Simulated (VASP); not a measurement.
YS, 2 atoms in the cell. It takes space group Fm-3m (No. 225, cubic). Conventional cell: a = 5.487 Å, b = 5.487 Å, c = 5.487 Å, α = 90.00°, β = 90.00°, γ = 90.00°. Around Y (site symmetry m-3m) lie 6 S at 2.74 Å. Around S (site symmetry m-3m) lie 6 Y at 2.74 Å. 

| Quantity | Value |
| --- | --- |
| Program | VASP 6.6.1 |
| Task | relaxation of cell and atoms |
| Functional | PBEsol |
| Potentials or basis | VASP PAW PBE potentials, release 64 (Y_sv, S) |
| Cutoff | 520 eV |
| k mesh | 10 × 10 × 10 |
| Occupations | gaussian, width 0.02 eV |
| Spin | no spin polarisation |
| Further INCAR settings | ALGO = Fast; EDIFF = 1e-07; IBRION = 2; EDIFFG = -0.002; NSW = 80; ISIF = 3 |

Potentials or basis: VASP PAW PBE potentials, release 64 (Y_sv, S).

Command:

```sh
$ cat potpaw_PBE.64/Y_sv/POTCAR potpaw_PBE.64/S/POTCAR > POTCAR
$ mpirun -np 1 vasp_std > vasp.out
```

Hardware: 1 thread of Intel(R) Xeon(R) Platinum 8375C CPU @ 2.90GHz (Ice Lake), on a shared host.

Q: How long does it take, and how much memory?

A: Wall time 5.4 min on 1 thread of Intel(R) Xeon(R) Platinum 8375C CPU @ 2.90GHz (Ice Lake) (shared host), peak memory 0.2 GiB. Counts: scf iterations 89, k points 47, ion steps 15.
